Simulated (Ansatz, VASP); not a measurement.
# Y11Al5Si14O52 (amorphous 64SiO2-25Y2O3-11Al2O3 (mol %)) in two plane-wave programs

One calculation is typed for both programs; each brings its own data sets. How far apart do they land? The cell is taken from a series of runs on this material, whose earlier steps may have relaxed, scaled, displaced or heated it; both programs get it as it stands.

Method: plane waves, with VASP 6.6.1 beside it; single point at PBE, in Ansatz 0.2.0.

## Step 1: Set-up

The cell holds 164 atoms: 28 Si, 22 Y, 10 Al and 104 O. Cell: a = 13.147 Å, b = 13.147 Å, c = 13.147 Å, α = 90.0°, β = 90.0°, γ = 90.0°. As first built, before any earlier steps moved the atoms (in the runner's words): 164 atoms (28 Si, 22 Er, 10 Al, 104 O) placed at random at 4.5 g/cm^3, melted at 5000 K for 10 ps at fixed volume with the Morse and Coulomb pair potential with partial charges (Pedone, Malavasi, Menziani, Cormack and Segre, J. Phys. Chem. B 110, 11780 (2006)). Quenched from 5000 K to 300 K at 1000 K/ps and fixed volume, held 10 ps at zero pressure, then minimised at fixed cell. Then Er was replaced by Y and the cell scaled by 1.01 (the potential has no terms for the new elements, so the cell is a start for a DFT relaxation).

## Step 2: VASP: single point, PBE

A single point gives forces, pressure and levels at one fixed geometry, so differences don't come from the geometry; what else differs is listed under the comparison.

Lines of VASP's logs that name or quote its potential files are left out, and so is its time.

File INCAR:

```
SYSTEM = Y11Al5Si14O52
PREC = Accurate
ENCUT = 600
EDIFF = 1E-06
NELM = 120
ISMEAR = 0
SIGMA = 0.025
LREAL = Auto
ALGO = Normal
GGA = PE
NBANDS = 618
LASPH = .TRUE.
LORBIT = 11
LWAVE = .FALSE.
LCHARG = .FALSE.
ISIF = 2
GGA_COMPAT = .FALSE.
EFERMI = MIDGAP
```

File POSCAR:

```
Y11Al5Si14O52
1.0
   13.1473100000      0.0000000000      0.0000000000
    0.0000000000     13.1473100000      0.0000000000
    0.0000000000      0.0000000000     13.1473100000
Si Y Al O
28 22 10 104
Direct
    0.6399800000      0.8376500000      0.8187200000
    0.5248600000      0.4963700000      0.1190000000
    0.7503600000      0.0396000000      0.1671000000
    0.1065300000      0.0046400000      0.9850100000
    0.7282900000      0.7325500000      0.2117600000
    0.2248200000      0.5051200000      0.5581400000
    0.7909700000      0.9416900000      0.9473900000
    0.2967700000      0.7008200000      0.0357100000
    0.8064600000      0.6020500000      0.5374100000
    0.7855700000      0.4363900000      0.7167600000
    0.7107600000      0.2037700000      0.4199600000
    0.9231500000      0.9450100000      0.5460100000
    0.3553400000      0.2142300000      0.7080800000
    0.8359000000      0.7859600000      0.6811300000
    0.9498000000      0.8029800000      0.1972500000
    0.3210700000      0.2513100000      0.9846100000
    0.8918700000      0.2982800000      0.3114800000
    0.1115000000      0.8082800000      0.5513600000
    0.3631400000      0.1748300000      0.4671600000
    0.2922800000      0.6148600000      0.2613600000
    0.2338100000      0.9947800000      0.1869200000
    0.5587800000      0.0388300000      0.5000900000
    0.4907900000      0.0813900000      0.9410800000
    0.4259600000      0.7756200000      0.3891500000
    0.8237400000      0.1432600000      0.8402100000
    0.6567900000      0.2303400000      0.9851800000
    0.3376000000      0.8339900000      0.5941700000
    0.0192300000      0.6631800000      0.7166100000
    0.0077000000      0.4256500000      0.5769800000
    0.1491700000      0.2413000000      0.1272700000
[... 128 atom lines left out ...]
    0.9323800000      0.1917900000      0.8037800000
    0.8478000000      0.0256800000      0.8769200000
    0.3535700000      0.0203000000      0.1905200000
    0.8204100000      0.0057000000      0.2642700000
    0.5139000000      0.7166900000      0.4549000000
    0.2171100000      0.9722000000      0.0533700000
```

File KPOINTS:

```
Automatic mesh
0
Gamma
1 1 1
0 0 0
```

PAW data sets: Si, Y_sv, Al and O (PBE family, release 64).

Launch:

```console
export OMP_NUM_THREADS=3
mpirun -np 1 vasp_gam
```

Numbers of over 12 decimals in the logs are rounded to 6 here.

What it wrote:

```text
[banner, memory and clock lines left out]
running    1 mpi-ranks, on    1 nodes
[...]
Offloading initialized ...    1 GPUs detected
[...]
LDA part: xc-table for (Slater+PW92), standard interpolation
 POSCAR, INCAR and KPOINTS ok, starting setup
[...]
entering main loop
       N       E                     dE             d eps       ncg     rms          rms(c)
DAV:   1     0.108938254962E+05    0.10894E+05   -0.64891E+05  1236   0.185E+03
DAV:   2    -0.486163278182E+03   -0.11380E+05   -0.10956E+05  1510   0.458E+02
DAV:   3    -0.149646417617E+04   -0.10103E+04   -0.10038E+04  1456   0.137E+02
DAV:   4    -0.155245692781E+04   -0.55993E+02   -0.55838E+02  1816   0.250E+01
[...]
DAV:  19    -0.133650869811E+04    0.38212E-05   -0.68459E-05  1664   0.166E-02    0.997E-03
DAV:  20    -0.133650869879E+04   -0.67658E-06   -0.16276E-05  1416   0.608E-03    0.638E-03
DAV:  21    -0.133650869876E+04    0.25495E-07   -0.12378E-06   928   0.306E-03
   1 F= -.13365087E+04 E0= -.13365087E+04  d E =0.000000E+00
```

Parts of OUTCAR (step 2):

```text
  FREE ENERGIE OF THE ION-ELECTRON SYSTEM (eV)
  ---------------------------------------------------
  free  energy   TOTEN  =     -1336.5086987595 eV

  energy  without entropy=    -1336.5086987595  energy(sigma->0) =    -1336.50869876

[... 2 further parts left out ...]
[key lines of the parts left out:]
E-fermi :   3.6888
```

The run ends at a pressure of -0.29 GPa, with forces up to 1.5 eV/Å.

## Step 3: Ansatz: single point, PBE

Ansatz runs on its PAW soft_1 files.

The same cell, functional, mesh and smearing now go to Ansatz, which takes its cutoff from its data sets.

File input.yaml:

```yaml
crystal:
  lattice:
    - [13.14731, 0.0, 0.0]
    - [0.0, 13.14731, 0.0]
    - [0.0, 0.0, 13.14731]
  atoms:
    - { symbol: Si, position: [0.63998, 0.83765, 0.81872] }
    - { symbol: Si, position: [0.52486, 0.49637, 0.119] }
    - { symbol: Si, position: [0.75036, 0.0396, 0.1671] }
    - { symbol: Si, position: [0.10653, 0.00464, 0.98501] }
    - { symbol: Si, position: [0.72829, 0.73255, 0.21176] }
    - { symbol: Si, position: [0.22482, 0.50512, 0.55814] }
    - { symbol: Si, position: [0.79097, 0.94169, 0.94739] }
    - { symbol: Si, position: [0.29677, 0.70082, 0.03571] }
    - { symbol: Si, position: [0.80646, 0.60205, 0.53741] }
    - { symbol: Si, position: [0.78557, 0.43639, 0.71676] }
    - { symbol: Si, position: [0.71076, 0.20377, 0.41996] }
    - { symbol: Si, position: [0.92315, 0.94501, 0.54601] }
    - { symbol: Si, position: [0.35534, 0.21423, 0.70808] }
    - { symbol: Si, position: [0.8359, 0.78596, 0.68113] }
    - { symbol: Si, position: [0.9498, 0.80298, 0.19725] }
    - { symbol: Si, position: [0.32107, 0.25131, 0.98461] }
    - { symbol: Si, position: [0.89187, 0.29828, 0.31148] }
    - { symbol: Si, position: [0.1115, 0.80828, 0.55136] }
    - { symbol: Si, position: [0.36314, 0.17483, 0.46716] }
    - { symbol: Si, position: [0.29228, 0.61486, 0.26136] }
    - { symbol: Si, position: [0.23381, 0.99478, 0.18692] }
    - { symbol: Si, position: [0.55878, 0.03883, 0.50009] }
    - { symbol: Si, position: [0.49079, 0.08139, 0.94108] }
    - { symbol: Si, position: [0.42596, 0.77562, 0.38915] }
    - { symbol: Si, position: [0.82374, 0.14326, 0.84021] }
    - { symbol: Si, position: [0.65679, 0.23034, 0.98518] }
    - { symbol: Si, position: [0.3376, 0.83399, 0.59417] }
    - { symbol: Si, position: [0.01923, 0.66318, 0.71661] }
    - { symbol: "Y", position: [0.0077, 0.42565, 0.57698] }
    - { symbol: "Y", position: [0.14917, 0.2413, 0.12727] }
    - { symbol: "Y", position: [0.23252, 0.98081, 0.74594] }
    - { symbol: "Y", position: [0.10438, 0.19431, 0.81427] }
    - { symbol: "Y", position: [0.9743, 0.06462, 0.20388] }
    - { symbol: "Y", position: [0.58827, 0.60592, 0.34335] }
    - { symbol: "Y", position: [0.60766, 0.23617, 0.66896] }
    - { symbol: "Y", position: [0.48655, 0.9335, 0.16897] }
    - { symbol: "Y", position: [0.01344, 0.74727, 0.94915] }
    - { symbol: "Y", position: [0.36081, 0.34893, 0.24181] }
    - { symbol: "Y", position: [0.10968, 0.5733, 0.11503] }
    - { symbol: "Y", position: [0.11543, 0.41053, 0.30515] }
    - { symbol: "Y", position: [0.27384, 0.66655, 0.77277] }
    - { symbol: "Y", position: [0.02554, 0.62622, 0.38638] }
    - { symbol: "Y", position: [0.87313, 0.20409, 0.62484] }
    - { symbol: "Y", position: [0.64993, 0.54778, 0.88803] }
    - { symbol: "Y", position: [0.95688, 0.43932, 0.89358] }
    - { symbol: "Y", position: [0.1022, 0.12693, 0.52264] }
    - { symbol: "Y", position: [0.86178, 0.54249, 0.11249] }
    - { symbol: "Y", position: [0.71851, 0.91691, 0.36594] }
    - { symbol: "Y", position: [0.60585, 0.49276, 0.58017] }
    - { symbol: "Y", position: [0.55682, 0.75892, 0.61272] }
    - { symbol: Al, position: [0.47833, 0.00453, 0.71881] }
    - { symbol: Al, position: [0.20283, 0.40206, 0.76821] }
    - { symbol: Al, position: [0.65645, 0.32536, 0.22232] }
    - { symbol: Al, position: [0.83733, 0.27993, 0.11573] }
    - { symbol: Al, position: [0.43761, 0.38668, 0.48166] }
    - { symbol: Al, position: [0.37527, 0.50008, 0.93112] }
    - { symbol: Al, position: [0.4847, 0.34985, 0.8579] }
    - { symbol: Al, position: [0.14865, 0.79554, 0.31152] }
    - { symbol: Al, position: [0.73733, 0.73854, 0.98826] }
    - { symbol: Al, position: [0.32522, 0.91054, 0.97852] }
    - { symbol: O, position: [0.00454, 0.54437, 0.24669] }
    - { symbol: O, position: [0.2092, 0.89056, 0.24967] }
    - { symbol: O, position: [0.44666, 0.97666, 0.99522] }
    - { symbol: O, position: [0.9979, 0.5436, 0.70954] }
    - { symbol: O, position: [0.5546, 0.07259, 0.6218] }
    - { symbol: O, position: [0.49203, 0.4839, 0.85646] }
    - { symbol: O, position: [0.21154, 0.84156, 0.6229] }
    - { symbol: O, position: [0.54333, 0.87455, 0.75017] }
    - { symbol: O, position: [0.83142, 0.80048, 0.23639] }
    - { symbol: O, position: [0.95864, 0.25379, 0.21165] }
    - { symbol: O, position: [0.27483, 0.50094, 0.82559] }
    - { symbol: O, position: [0.93341, 0.06693, 0.55662] }
    - { symbol: O, position: [0.25607, 0.27473, 0.75179] }
    - { symbol: O, position: [0.81115, 0.14716, 0.14074] }
    - { symbol: O, position: [0.84851, 0.90382, 0.46012] }
    - { symbol: O, position: [0.91401, 0.56349, 0.49222] }
    - { symbol: O, position: [0.63951, 0.2611, 0.33733] }
    - { symbol: O, position: [0.28182, 0.49407, 0.28367] }
    - { symbol: O, position: [0.6716, 0.38914, 0.70945] }
    - { symbol: O, position: [0.75087, 0.15727, 0.74023] }
    - { symbol: O, position: [0.91165, 0.72182, 0.75853] }
    - { symbol: O, position: [0.15575, 0.04845, 0.87883] }
    - { symbol: O, position: [0.51899, 0.58966, 0.19836] }
    - { symbol: O, position: [0.14593, 0.76244, 0.44347] }
    - { symbol: O, position: [0.39527, 0.16059, 0.9451] }
    - { symbol: O, position: [0.2345, 0.60937, 0.62232] }
    - { symbol: O, position: [0.36627, 0.21961, 0.58511] }
    - { symbol: O, position: [0.04493, 0.09604, 0.04345] }
    - { symbol: O, position: [0.20095, 0.23521, 0.96274] }
    - { symbol: O, position: [0.08767, 0.36561, 0.8274] }
    - { symbol: O, position: [0.72307, 0.24286, 0.5376] }
    - { symbol: O, position: [0.53149, 0.06479, 0.82751] }
    - { symbol: O, position: [0.6583, 0.76731, 0.30769] }
    - { symbol: O, position: [0.67708, 0.92642, 0.89609] }
    - { symbol: O, position: [0.30156, 0.62673, 0.13722] }
    - { symbol: O, position: [0.17677, 0.66547, 0.27489] }
    - { symbol: O, position: [0.96308, 0.36804, 0.3824] }
    - { symbol: O, position: [0.21204, 0.2897, 0.27652] }
    - { symbol: O, position: [0.7516, 0.61083, 0.22052] }
    - { symbol: O, position: [0.63843, 0.73269, 0.88909] }
    - { symbol: O, position: [0.77667, 0.5333, 0.63781] }
    - { symbol: O, position: [0.38935, 0.74255, 0.6574] }
    - { symbol: O, position: [0.29272, 0.87151, 0.8568] }
    - { symbol: O, position: [0.17367, 0.70673, 0.01497] }
    - { symbol: O, position: [0.83026, 0.20923, 0.37651] }
    - { symbol: O, position: [0.77524, 0.97508, 0.06336] }
    - { symbol: O, position: [0.36717, 0.67842, 0.33404] }
    - { symbol: O, position: [0.38104, 0.93958, 0.64093] }
    - { symbol: O, position: [0.51827, 0.48266, 0.42945] }
    - { symbol: O, position: [0.58566, 0.91924, 0.49067] }
    - { symbol: O, position: [0.13075, 0.50892, 0.46646] }
    - { symbol: O, position: [0.12627, 0.41117, 0.13472] }
    - { symbol: O, position: [0.25156, 0.13, 0.45063] }
    - { symbol: O, position: [0.00063, 0.56148, 0.98941] }
    - { symbol: O, position: [0.96416, 0.71145, 0.11285] }
    - { symbol: O, position: [0.7221, 0.80883, 0.72622] }
    - { symbol: O, position: [0.76967, 0.20216, 0.93776] }
    - { symbol: O, position: [0.02151, 0.26112, 0.57052] }
    - { symbol: O, position: [0.83731, 0.82512, 0.94745] }
    - { symbol: O, position: [0.88978, 0.89393, 0.65645] }
    - { symbol: O, position: [0.61775, 0.5031, 0.03812] }
    - { symbol: O, position: [0.13695, 0.09703, 0.67804] }
    - { symbol: O, position: [0.58178, 0.61973, 0.67641] }
    - { symbol: O, position: [0.04929, 0.90105, 0.95467] }
    - { symbol: O, position: [0.34831, 0.83022, 0.4716] }
    - { symbol: O, position: [0.35802, 0.09447, 0.74143] }
    - { symbol: O, position: [0.80051, 0.47422, 0.8326] }
    - { symbol: O, position: [0.46156, 0.8523, 0.30247] }
    - { symbol: O, position: [0.54287, 0.39258, 0.19786] }
    - { symbol: O, position: [0.81177, 0.72036, 0.57762] }
    - { symbol: O, position: [0.68893, 0.28622, 0.09346] }
    - { symbol: O, position: [0.41545, 0.47541, 0.06329] }
    - { symbol: O, position: [0.04753, 0.91351, 0.53364] }
    - { symbol: O, position: [0.70831, 0.58376, 0.46623] }
    - { symbol: O, position: [0.16814, 0.42437, 0.63813] }
    - { symbol: O, position: [0.79744, 0.35433, 0.23726] }
    - { symbol: O, position: [0.15211, 0.08357, 0.21214] }
    - { symbol: O, position: [0.45676, 0.0906, 0.44932] }
    - { symbol: O, position: [0.45882, 0.27044, 0.75316] }
    - { symbol: O, position: [0.39713, 0.28014, 0.40089] }
    - { symbol: O, position: [0.52642, 0.34597, 0.57304] }
    - { symbol: O, position: [0.68075, 0.7708, 0.10374] }
    - { symbol: O, position: [0.5985, 0.30335, 0.90628] }
    - { symbol: O, position: [0.78536, 0.61637, 0.98482] }
    - { symbol: O, position: [0.32694, 0.45321, 0.51678] }
    - { symbol: O, position: [0.32533, 0.2612, 0.10775] }
    - { symbol: O, position: [0.66225, 0.08631, 0.43603] }
    - { symbol: O, position: [0.88362, 0.38099, 0.03916] }
    - { symbol: O, position: [0.01461, 0.77426, 0.30156] }
    - { symbol: O, position: [0.63437, 0.01205, 0.2044] }
    - { symbol: O, position: [0.3555, 0.80763, 0.06027] }
    - { symbol: O, position: [0.99046, 0.91119, 0.16164] }
    - { symbol: O, position: [0.36662, 0.35149, 0.9251] }
    - { symbol: O, position: [0.10506, 0.69756, 0.79961] }
    - { symbol: O, position: [0.87697, 0.36689, 0.67424] }
    - { symbol: O, position: [0.04153, 0.72146, 0.60567] }
    - { symbol: O, position: [0.34945, 0.63885, 0.9398] }
    - { symbol: O, position: [0.58545, 0.13011, 0.00997] }
    - { symbol: O, position: [0.93238, 0.19179, 0.80378] }
    - { symbol: O, position: [0.8478, 0.02568, 0.87692] }
    - { symbol: O, position: [0.35357, 0.0203, 0.19052] }
    - { symbol: O, position: [0.82041, 0.0057, 0.26427] }
    - { symbol: O, position: [0.5139, 0.71669, 0.4549] }
    - { symbol: O, position: [0.21711, 0.9722, 0.05337] }
kpoints:
  mp_grid: { grid: [1, 1, 1] }
hamiltonian:
  xc: pbe
  pseudopotentials: { kind: paw, azcp: { folder: soft_1 } }
scf:
  occupations: { method: gaussian, width: 0.025 }
output:
  forces: true
  stress: true
  populations: true
  dos:
    method: { smearing: { sigma: 0.15 } }
    de: 0.1
    projected: { site_lists: { Al: [Al], O: [O], Si: [Si], "Y": ["Y"] } }
  eigenvalues: true
```

Launch:

```console
ansatz run input.yaml --threads 4 --pin off --max-ram 15872MiB --backend cpu --events-out ev --progress --plain --runs-dir out
```

What it wrote:

```text
Engine: ansatz 0.2.0, x86_64-unknown-linux-gnu
Pseudopotentials: kind: paw
Pseudopotential: Si, paw, valence charge 4, recommended cutoff 420 eV (normal), soft_1/Si.paw.azcp
Pseudopotential: Y, paw, valence charge 11, recommended cutoff 420 eV (normal), soft_1/Y.paw.azcp
Pseudopotential: Al, paw, valence charge 3, recommended cutoff 420 eV (normal), soft_1/Al.paw.azcp
Pseudopotential: O, paw, valence charge 6, recommended cutoff 420 eV (normal), soft_1/O.paw.azcp
Functional definition: PBE
  parameter kappa = 0.804
  parameter beta = 0.066725
  exchange = pbe_x(kappa = kappa, mu = beta*pi^2/3)
  correlation = pbe_c(beta = beta)
Crystal: 164 atoms, lattice volume = 2272.536 Å³
Basis set: ecut = 420 eV, 44299 PW (Γ), exchange–correlation on 180×180×180 points (8 copies of the dense FFT grid, shifted against one another)
Bands: 668, of which v1, the nominal top of the filled ones, is band 504 counted from 1 (503 counted from 0)
Symmetry: 1 space group operations
Space group: P1 (ITA 1), of the structure as read, at distance tolerance 1.3e-4 Å
k-points: 1
Non-local potential: Si, projectors of the file, l = 0: 2, l = 1: 2, l = 2: 1
Non-local potential: Y, projectors of the file, l = 0: 3, l = 1: 2, l = 2: 2, l = 3: 1
Non-local potential: Al, projectors of the file, l = 0: 2, l = 1: 2, l = 2: 1
Non-local potential: O, projectors of the file, l = 0: 2, l = 1: 2, l = 2: 1
PAW form: soft (Blöchl's): semilocal exchange-correlation on the pseudo side does not see the compensation charge
PAW one-centre angular grid: Si, 110 points (default); XC on 64 Gauss nodes
PAW one-centre angular grid: Y, 590 points (default); XC on 64 Gauss nodes
PAW one-centre angular grid: Al, 110 points (default); XC on 64 Gauss nodes
PAW one-centre angular grid: O, 110 points (default); XC on 64 Gauss nodes
Initial density: superposition of atomic densities (chi_scale 0.1, normalization cell, long waves 48 % of neutral atoms (reshape's long-wave potential 1.48 eV rms, cloud 2.56 Å wide))
Initial wavefunctions: pseudopotential atomic-orbital guess
Functional: x = pbe(κ = 0.804, μ = 0.219515), c = pbe(β = 0.066725)
SCF iter   1: F=—  HF=-167169.380931 eV  |F-HF|=—  |Δ(HF+E_count)|=         —  Δρ=8.69e-2  dr2=2.54e2  ethr=3.10e-3  ⟨swp⟩=6.0  Hψ=2487  notcnv=0  defer=148
preconditioner: auto → Resta (q_TF=auto, 2.383 Å⁻¹)  ε∞=4.1  [insulator: Δε(μ)=0.404 eV  Ē_g=12.810 eV  σ=0.025 eV  W_gap=1.00  n_scr=484 (ndim 8)  ℏωp=22.5 eV  f_vac=0.029  D(μ)=0.00/eV (n_scr^D=0)  ε∞_Penn≈4.1]
SCF iter   2: F=—  HF=-167107.807353 eV  |F-HF|=—  |Δ(HF+E_count)|=    6.16e1  Δρ=3.99e-2  dr2=5.53e1  ethr=3.10e-3  ⟨swp⟩=3.0  Hψ=1259  notcnv=0  defer=160
SCF iter   3: F=—  HF=-167095.098491 eV  |F-HF|=—  |Δ(HF+E_count)|=    1.27e1  Δρ=1.72e-2  dr2=1.29e1  ethr=3.10e-3  ⟨swp⟩=3.0  Hψ=1089  notcnv=0  defer=160
SCF iter   4: F=—  HF=-167092.544157 eV  |F-HF|=—  |Δ(HF+E_count)|=    2.55e0  Δρ=7.59e-3  dr2=1.28e0  ethr=1.28e-3  ⟨swp⟩=5.0  Hψ=1618  notcnv=0  defer=159
SCF iter   5: F=—  HF=-167092.646409 eV  |F-HF|=—  |Δ(HF+E_count)|=   1.02e-1  Δρ=4.74e-3  dr2=5.24e-1  ethr=1.27e-4  ⟨swp⟩=4.0  Hψ=846  notcnv=0  defer=159
SCF iter   6: F=—  HF=-167092.653356 eV  |F-HF|=—  |Δ(HF+E_count)|=   6.95e-3  Δρ=1.28e-3  dr2=4.35e-2  ethr=5.20e-5  ⟨swp⟩=2.0  Hψ=1092  notcnv=0  defer=159
SCF iter   7: F=—  HF=-167092.684852 eV  |F-HF|=—  |Δ(HF+E_count)|=   3.15e-2  Δρ=9.71e-4  dr2=2.00e-2  ethr=4.32e-6  ⟨swp⟩=3.0  Hψ=849  notcnv=0  defer=159
SCF iter   8: F=—  HF=-167092.689557 eV  |F-HF|=—  |Δ(HF+E_count)|=   4.70e-3  Δρ=2.27e-4  dr2=1.39e-3  ethr=1.98e-6  ⟨swp⟩=2.0  Hψ=848  notcnv=0  defer=159
SCF iter   9: F=—  HF=-167092.690922 eV  |F-HF|=—  |Δ(HF+E_count)|=   1.37e-3  Δρ=1.72e-4  dr2=6.23e-4  ethr=1.38e-7  ⟨swp⟩=2.0  Hψ=990  notcnv=0  defer=159
SCF iter  10: F=—  HF=-167092.691086 eV  |F-HF|=—  |Δ(HF+E_count)|=   1.63e-4  Δρ=6.23e-5  dr2=1.08e-4  ethr=6.18e-8  ⟨swp⟩=2.0  Hψ=835  notcnv=0  defer=159
SCF iter  11: F=—  HF=-167092.691200 eV  |F-HF|=—  |Δ(HF+E_count)|=   1.14e-4  Δρ=3.14e-5  dr2=2.13e-5  ethr=1.07e-8  ⟨swp⟩=2.0  Hψ=986  notcnv=0  defer=159
SCF iter  12: F=—  HF=-167092.691649 eV  |F-HF|=—  |Δ(HF+E_count)|=   4.48e-4  Δρ=1.12e-5  dr2=2.83e-6  ethr=2.11e-9  ⟨swp⟩=2.0  Hψ=1172  notcnv=0  defer=159
SCF iter  13: F=—  HF=-167092.691651 eV  |F-HF|=—  |Δ(HF+E_count)|=   2.02e-6  Δρ=5.36e-6  dr2=6.17e-7  ethr=2.81e-10  ⟨swp⟩=2.0  Hψ=986  notcnv=0  defer=159
SCF iter  14: F=—  HF=-167092.691651 eV  |F-HF|=—  |Δ(HF+E_count)|=   3.13e-7  Δρ=2.41e-6  dr2=1.40e-7  ethr=6.12e-11  ⟨swp⟩=2.0  Hψ=914  notcnv=0  defer=159
SCF iter  15: F=-167092.691651 eV  HF=-167092.691651 eV  |F-HF|=6.52e-9  |Δ(HF+E_count)|=   5.93e-8  Δρ=8.72e-7  dr2=2.10e-8  ethr=9.92e-12  ⟨swp⟩=18.0  Hψ=4277  notcnv=0
SCF 1 converged in 15 iterations: F = -167092.691651 eV  dr2 = 2.10e-8
[...]
--- Löwdin populations: 164 sites ---
  site symbol       q [e]
     0     Si      2.3459
     1     Si      2.4320
     2     Si      2.4061
     3     Si      2.4022
     4     Si      2.4240
     5     Si      2.3939
     6     Si      2.3168
     7     Si      2.3806
     8     Si      2.3750
     9     Si      2.4176
    10     Si      2.3592
    11     Si      2.3767
    12     Si      2.3447
    13     Si      2.3080
    14     Si      2.3861
    15     Si      2.3624
    16     Si      2.4161
    17     Si      2.3276
    18     Si      2.3380
    19     Si      2.3500
    20     Si      2.3686
    21     Si      2.3738
    22     Si      2.3418
    23     Si      2.3593
[...]
156      O      6.7745
   157      O      6.7510
   158      O      6.7578
   159      O      6.7388
   160      O      6.7301
   161      O      6.7297
   162      O      6.7164
   163      O      6.7485
  spilling = 0.008716 (of n_electrons = 1008.000000)
```

Reading the cycles: dr2 is the Hartree energy of the density residual (eV), the measure of convergence; HF is the Harris–Foulkes estimate of the energy, which meets the free energy F at convergence.

(Continued in part 2 of 2.)

[Lines on the potential files, build, host, timing and source positions are cut from VASP's logs without a mark.]

[Logs are printed without paths, hosts, clocks, repeated set-up lines and the standing remarks that a program may print on its own settings, such as how far it seeks lower states.]

[Hosts, paths, dates, database ids (printed as entryN), source tags and the programs' standing remarks are cut or masked in the printed files.]
